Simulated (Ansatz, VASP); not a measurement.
# Al (Al(100)): VASP beside Ansatz, part 2 of 2

Wanted: the spread between two codes on one cell, functional and k mesh. Of the first pair: The cell is taken from a series of runs on this material, whose earlier steps may have relaxed, scaled, displaced or heated it; both programs get it as it stands.

VASP 6.6.1 and Ansatz 0.2.0.

So far: Set-up; Ansatz: single point, PBE, pair 1; VASP: single point, PBE, pair 1; Comparison; Ansatz: relaxation, PBE.

### 6. VASP: single point, PBE, start cell, pair 2

Level of this step: PBE; plane waves and PAW (Al) (VASP).

The same cell, functional, mesh and smearing now go to VASP, with its own data sets.

Contents of INCAR:

```
SYSTEM = Al
PREC = Accurate
ENCUT = 400
EDIFF = 1E-06
NELM = 120
ISMEAR = -1
SIGMA = 0.1
LREAL = .FALSE.
ALGO = Normal
GGA = PE
NBANDS = 9
LORBIT = 11
LWAVE = .FALSE.
LCHARG = .FALSE.
ISIF = 2
LDIPOL = .TRUE.
IDIPOL = 3
DIPOL = 0.5 0.5 0.5
LVHAR = .TRUE.
LASPH = .TRUE.
GGA_COMPAT = .FALSE.
NELMDL = -8
```

Contents of POSCAR:

```
Al
1.0
    2.8637824638      0.0000000000      0.0000000000
    0.0000000000      2.8637824638      0.0000000000
    0.0000000000      0.0000000000     18.0250000000
Al
2
Direct
    0.4999999190      0.4999999190      0.4438280166
    0.9999999190      0.9999999190      0.5561719834
```

Contents of KPOINTS:

```
Automatic mesh
0
Gamma
11 11 1
0 0 0
```

PAW data sets: Al (PBE family, release 64).

Command:

```
$ mpirun -np 1 vasp_std
```

Numbers of over 12 decimals in the logs are rounded to 6 here.

Log:

```text
[... set-up lines as in an earlier step ...]
 entering main loop
       N       E                     dE             d eps       ncg     rms          rms(c)
DAV:   1     0.882758539290E+01    0.88276E+01   -0.18357E+03   386   0.361E+02
DAV:   2    -0.646521963200E+01   -0.15293E+02   -0.14045E+02   567   0.549E+01
DAV:   3    -0.680177086621E+01   -0.33655E+00   -0.33315E+00   503   0.914E+00
DAV:   4    -0.680814762743E+01   -0.63768E-02   -0.63747E-02   597   0.143E+00
[...]
DAV:  20    -0.644128331659E+01   -0.15062E-04   -0.22117E-06   423   0.289E-03    0.412E-04
DAV:  21    -0.644128552059E+01   -0.22040E-05   -0.10903E-07   413   0.886E-04    0.206E-04
DAV:  22    -0.644128633920E+01   -0.81861E-06   -0.72752E-08   379   0.522E-04
   1 F= -.64412863E+01 E0= -.64190067E+01  d E =-.445593E-01
```

Parts of OUTCAR (step 6):

```text
  Total       -1.7876898     -1.7876898      0.3467551      0.0000000      0.0000000      0.0000000
  in kB      -19.3752547    -19.3752547      3.7581846      0.0000000      0.0000000      0.0000000
  external PRESSURE =     -11.6641083 kB  Pullay stress =       0.0000000 kB

 POSITION                                       TOTAL-FORCE (eV/Angst)
 -----------------------------------------------------------------------------------
      1.43189      1.43189      8.00000         0.000000      0.000000     -0.173079
      2.86378      2.86378     10.02500         0.000000      0.000000      0.173079
 -----------------------------------------------------------------------------------
    total drift:                               -0.000008     -0.000008      0.000005

  FREE ENERGIE OF THE ION-ELECTRON SYSTEM (eV)
  ---------------------------------------------------
  free  energy   TOTEN  =        -6.4412863392 eV

  energy  without entropy=       -6.3967270116  energy(sigma->0) =       -6.41900668

[... 2 parts as in an earlier step ...]

[... 1 further part left out ...]
[key lines of the parts left out:]
E-fermi :  -1.6007
```

### 7. Side by side

Forces (eV/Å; atoms numbered as in POSCAR):

| atom | Ansatz x, y, z | VASP x, y, z |
| --- | --- | --- |
| Al1 | 0.000, 0.000, -0.172 | 0.000, 0.000, -0.173 |
| Al2 | 0.000, 0.000, 0.172 | 0.000, 0.000, 0.173 |

The forces differ by 0.4 meV/Å r.m.s., which is 0.4 % of the r.m.s. force of 0.100 eV/Å (both taken over all components). With vacuum in the cell, a pressure given here is an average over mostly empty space and none of the material.

### 8. Ansatz: relaxation, PBE

This run makes the geometry at which the two programs are then compared.

The structure compared here is the end of the Ansatz relaxation.

Contents of input.yaml:

```yaml
crystal:
  lattice:
    - [2.8637824638, 0.0, 0.0]
    - [0.0, 2.8637824638, 0.0]
    - [0.0, 0.0, 18.025]
  atoms:
    - { symbol: Al, position: [0.5, 0.5, 0.4438280166] }
    - { symbol: Al, position: [0.0, 0.0, 0.5561719834] }
kpoints:
  mp_grid: { grid: [11, 11, 1] }
hamiltonian:
  xc: pbe
scf:
  occupations: { method: fermi_dirac, width: 0.1 }
efield:
  axis: 3
  dipole_correction: true
  ramp_width: 0.05
relax:
  f_tol: 0.02
  max_steps: 60
  constraints: [{ sites: [0] }]
output:
  write_potential: true
  write_density: true
  volumetric_format: npy
```

Command:

```
$ ansatz run input.yaml --threads 4 --pin off --max-ram 8192MiB --backend cpu --events-out ev --progress --plain --runs-dir out
```

Log:

```text
[...]
Crystal: 2 atoms, lattice volume = 147.828 Å³
Basis set: ecut = 420 eV, 2881 PW (Γ), exchange–correlation on 40×40×250 points (8 copies of the dense FFT grid, shifted against one another)
Bands: 7, of which v1, the nominal top of the filled ones, is band 3 counted from 1 (2 counted from 0)
Symmetry: 8 space group operations
k-points: 21 of 121
[...]
max |Σ_I F_I| component: 2.42e-5 eV/Å
--- Band table (eV; the first three rows and the last of 21) ---
[...]
--- Relaxed structure (3 steps of the walk, 3 accepted, 0 SCFs on fresh bases) ---
  F+E_penalty+E_count = -1073.96385732 eV   max|allowed force component| = 7.927e-3 eV/Å
  atoms:
    - { symbol: Al, position: [0.500000, 0.500000, 0.443828] }
    - { symbol: Al, position: [0, 0.0, 0.562497] }
[key lines of the parts left out:]
SCF converged after 5 iterations
Free energy (F): -1073.963857 eV
Fermi energy:    -1.582755 eV
Dipole field:    D = 0.000032 V/Å  (p = 0.000027 e·Å, saw-weighted, corrected)
Work function:   Φ+ = 4.4444 eV   Φ− = 4.4449 eV
```

### 9. VASP: single point, PBE, relaxed cell, pair 3

The same cell, functional, mesh and smearing now go to VASP, with its own data sets.

Edit INCAR of step 6 so:

```diff
@@ -17,3 +17,3 @@
 IDIPOL = 3
-DIPOL = 0.5 0.5 0.5
+DIPOL = 0.5 0.5 0.503
 LVHAR = .TRUE.
```

Contents of POSCAR:

```
Al
1.0
    2.8637824638      0.0000000000      0.0000000000
    0.0000000000      2.8637824638      0.0000000000
    0.0000000000      0.0000000000     18.0250000000
Al
2
Direct
    0.5000000000      0.5000000000      0.4438280166
    0.0000000000      1.0000000000      0.5624974483
```

KPOINTS is that of step 6.

Command:

```
$ mpirun -np 1 vasp_std
```

Log:

```text
[... set-up lines as in an earlier step ...]
 entering main loop
       N       E                     dE             d eps       ncg     rms          rms(c)
[... 21 cycles as in an earlier step ...]
   1 F= -.64509912E+01 E0= -.64289410E+01  d E =-.441003E-01
```

From OUTCAR (step 9):

```text
[... 6 parts as in an earlier step ...]

[... 1 further part left out ...]
[key lines of the parts left out:]
E-fermi :  -1.5703
```

### 10. Differences

Compared:

```
                                   quantity  Ansatz  VASP  difference
 work function, lower of the two faces (eV)    4.44  4.45        0.00
work function, higher of the two faces (eV)    4.44  4.45        0.00
```

With vacuum in the cell, a pressure given here is an average over mostly empty space and none of the material.

### 11. What came out

* difference in work function, lower of the two faces (single point, PBE, pair 1): -0.0027 eV
* r.m.s. force difference (single point, PBE, start cell, pair 2): 0.44 meV/Å
* difference in work function, lower of the two faces (single point, PBE, relaxed cell, pair 3): -0.0029 eV

The r.m.s. force difference is 0.44 meV/Å (single point, PBE, start cell, pair 2), within the 12 meV/Å picked in this series as the mark of a large difference. Such differences can come from data sets, numerical settings and the points named under the comparisons, not from the functional's error against experiment.

[Lines on the potential files, build, host, timing and source positions are cut from VASP's logs without a mark.]

[Logs are printed without paths, hosts, clocks, repeated set-up lines and the standing remarks that a program may print on its own settings, such as how far it seeks lower states.]

[Hosts, paths, dates, database ids (printed as entryN), source tags and the programs' standing remarks are cut or masked in the printed files.]
